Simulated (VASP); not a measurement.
# SrO with PBE: from relaxation to properties, part 5 of 5

Wanted: the relaxed cell of SrO and its properties. The start is a cell from a database of measured crystal structures.

VASP 6.6.1, plane waves and PAW; the level of theory is named at each step.

So far, gap on the k-mesh (eV): step 2 (full relaxation (PBE)) 3.28; step 3 (second relaxation) 3.38; step 6 (density of states (PBE)) 3.32; step 9 (starting orbitals for the hybrid) 3.46.

## 11. Bands along the symmetry lines (TB-mBJ) (continued)

Level of this step: TB-mBJ; plane waves and PAW (Sr_sv, O) (VASP).

OUTCAR, selected parts (step 11):

```text
 k-point     1 :       0.0000    0.0000    0.0000
  band No.  band energies     occupation
    ...
      4     -12.6026      2.00000
      5     -12.6026      2.00000
      6       2.2015      2.00000
      7       2.2015      2.00000
      8       2.2017      2.00000
      9       7.9835      0.00000
     10       9.3731      0.00000
     11       9.3731      0.00000
     12       9.3731      0.00000
     13      10.8279      0.00000
    ...

  Total      -13.8207958    -13.8207958    -13.8207958     -0.0000000     -0.0000000     -0.0000000
  in kB     -628.1929597   -628.1929597   -628.1929597     -0.0000000     -0.0000000     -0.0000000
  external PRESSURE =    -628.1929597 kB  Pullay stress =       0.0000000 kB

  FREE ENERGIE OF THE ION-ELECTRON SYSTEM (eV)
  ---------------------------------------------------
  free  energy   TOTEN  =       163.2211063718 eV

  energy  without entropy=      163.2211063718  energy(sigma->0) =      163.22110637

[... 9 parts as in an earlier step ...]

[... 11 further parts left out ...]
[key lines of the parts left out:]
E-fermi :   2.5812
```

EDIFF was not reached within NELM cycles, so the run counts as unconverged.

## 12. Total energy, forces and stress (PBE), changed input

This step: PBE; plane waves and PAW (Sr_sv, O) (VASP 6.6.1).

A single point gives energy, forces and stress at these settings. Some settings are moved from the usual, to see what they do.

The input, INCAR:

```
SYSTEM = SrO
PREC = Accurate
ENCUT = 520
EDIFF = 1E-05
NELM = 100
ISMEAR = 0
SIGMA = 0.05
LREAL = .FALSE.
ALGO = Normal
GGA = PE
NBANDS = 14
LORBIT = 11
LWAVE = .FALSE.
LCHARG = .FALSE.
KPAR = 2
ISIF = 2
AMIX = 0.2
BMIX = 1E-04
AMIX_MAG = 0.8
BMIX_MAG = 1E-04
```

The input, POSCAR:

```
SrO
1.0
    0.0000000000      2.6023968496      2.6023968496
    2.6023968496      0.0000000000      2.6023968496
    2.6023968496      2.6023968496      0.0000000000
Sr O
1 1
Direct
    0.0000000000      0.0000000000      0.0000000000
    0.5000000000      0.5000000000      0.5000000000
```

The input, KPOINTS:

```
Automatic mesh
0
Gamma
7 7 7
0 0 0
```

Potentials, in the order of the species: Sr_sv and O (PBE family, release 64).

Launch:

```console
$ mpirun -np 2 vasp_std
```

The log of the run:

```text
[... set-up lines as in an earlier step ...]
 entering main loop
       N       E                     dE             d eps       ncg     rms          rms(c)
[... 5 cycles as in an earlier step ...]
DAV:   6    -0.122663278514E+02    0.19876E+01   -0.23947E+00   584   0.120E+01    0.162E+01
DAV:   7    -0.120639281787E+02    0.20240E+00   -0.53880E-01   664   0.602E+00    0.150E+01
DAV:   8    -0.121614466946E+02   -0.97519E-01   -0.46336E-01   560   0.636E+00    0.410E+00
DAV:   9    -0.120535647863E+02    0.10788E+00   -0.25122E-01   584   0.430E+00    0.444E-01
DAV:  10    -0.120551091649E+02   -0.15444E-02   -0.12580E-02   678   0.839E-01    0.358E-01
DAV:  11    -0.120553992065E+02   -0.29004E-03   -0.20422E-03   706   0.502E-01    0.224E-01
DAV:  12    -0.120552059989E+02    0.19321E-03   -0.20613E-04   698   0.149E-01    0.139E-01
DAV:  13    -0.120551837071E+02    0.22292E-04   -0.85128E-04   632   0.280E-01    0.738E-02
DAV:  14    -0.120550997505E+02    0.83957E-04   -0.19065E-04   626   0.135E-01    0.236E-02
DAV:  15    -0.120551009949E+02   -0.12444E-05   -0.15359E-05   506   0.337E-02
   1 F= -.12055101E+02 E0= -.12055101E+02  d E =-.826152E-21
```

It took 9 s on 2 MPI ranks of AMD EPYC 7R43, shared host; peak memory 0.25 GiB; 17 s of CPU time.

OUTCAR, selected parts (step 12):

```text
   NELECT =      16.0000    total number of electrons

 E-fermi :   1.8129

 k-point     1 :       0.0000    0.0000    0.0000
  band No.  band energies     occupation
    ...
      4     -12.6984      2.00000
      5     -12.6984      2.00000
      6       1.4958      2.00000
      7       1.4958      2.00000
      8       1.4958      2.00000
      9       5.2223      0.00000
     10       7.6231      0.00000
     11       7.6231      0.00000
     12       7.6231      0.00000
     13       9.7101      0.00000
    ...

  Total       -0.0024043     -0.0024043     -0.0024043      0.0000000      0.0000000      0.0000000
  in kB       -0.1092811     -0.1092811     -0.1092811      0.0000000      0.0000000      0.0000000
  external PRESSURE =      -0.1092811 kB  Pullay stress =       0.0000000 kB

 POSITION                                       TOTAL-FORCE (eV/Angst)
 -----------------------------------------------------------------------------------
      0.00000      0.00000      0.00000        -0.000000     -0.000000     -0.000000
      2.60240      2.60240      2.60240         0.000000      0.000000      0.000000
 -----------------------------------------------------------------------------------
    total drift:                                0.000000      0.000000      0.000000

  FREE ENERGIE OF THE ION-ELECTRON SYSTEM (eV)
  ---------------------------------------------------
  free  energy   TOTEN  =       -12.0551009949 eV

  energy  without entropy=      -12.0551009949  energy(sigma->0) =      -12.05510099

[... 8 parts as in an earlier step ...]

[... 9 further parts left out ...]
```

AMIX, BMIX, AMIX_MAG and BMIX_MAG act on the way to self-consistency or on speed; a fully converged result doesn't depend on them, though slow mixing can meet EDIFF with the stress still off.

This step gave:

```
SCF cycles                     : 15
irreducible k-points           : 20
free energy (TOTEN)            : -12.06 eV
Fermi energy                   : 1.813 eV
pressure                       : -0.01093 GPa
conduction bottom at k         : 0.4286, 0.4286, 0
least direct gap at k          : 0.4286, 0.4286, 0
gap on the k-mesh              : 3.374 eV
least direct gap on the k-mesh : 3.495 eV
```

Against the sound run “Single point with fields (PBE)”, the energy at zero smearing moves by +0.0 meV an atom, the pressure by -0.03 GPa and the gap by -0.00 eV.

## 13. What came out

* relaxed volume: 17.62 Å³/atom
* relaxed conventional cell a, b, c: 5.205, 5.205, 5.205 Å
* space group after relaxing, within 0.02 Å: Fm-3m (No. 225)
* band gap: 3.28 eV, indirect (least direct gap of that run 3.39 eV)
* gap among the points of the DOS mesh alone, an upper bound: 3.32 eV
* strongest peak of ε2, mean over directions: 9.15 eV
* ε1 at zero frequency, no local fields, mean: 3.90
* band gap (PBE + SOC): 3.26 eV, indirect (least direct gap of that run 3.36 eV)
* band gap (HSE06): 4.77 eV, indirect (least direct gap of that run 4.90 eV)

In words: With PBE, SrO relaxes to 17.62 Å³/atom in space group Fm-3m (held by the symmetry of the run) and has an indirect gap of 3.28 eV (4.77 eV with HSE06). Against the listed cell the volume lies +2.5 %. Not obtained: bands along the symmetry lines (TB-mBJ), because the run did not converge. Band structure (PBE): On this path the gap is indirect, 3.28 eV, with the valence top at Γ and the conduction bottom at X. The least direct gap is 3.39 eV. Bands along the symmetry lines (PBE + SOC): The path shows an indirect gap of 3.26 eV (valence top at Γ, conduction bottom at X). The least direct gap is 3.36 eV. Band structure (HSE06): On this path the gap is indirect, 4.77 eV, with the valence top at Γ and the conduction bottom at X. The least direct gap is 4.90 eV. The other levels ran on the cell relaxed with PBE, and without spin-orbit coupling unless named. LASPH was switched on together with spin-orbit coupling, so shifts put down to the coupling hold both changes. Semilocal functionals usually underestimate gaps. No search among competing phases was made, and a listed structure need not be the one stable at ambient conditions. All values are for a static lattice at zero temperature.

[Lines on the potential files, build, host, timing and source positions are cut from VASP's logs without a mark.]

[Logs are printed without paths, hosts, clocks, repeated set-up lines and the standing remarks that a program may print on its own settings, such as how far it seeks lower states.]

[Hosts, paths, dates, database ids (printed as entryN), source tags and the programs' standing remarks are cut or masked in the printed files.]

[A measured line is paired with the nearest computed mode of its activity, which favours agreement.]
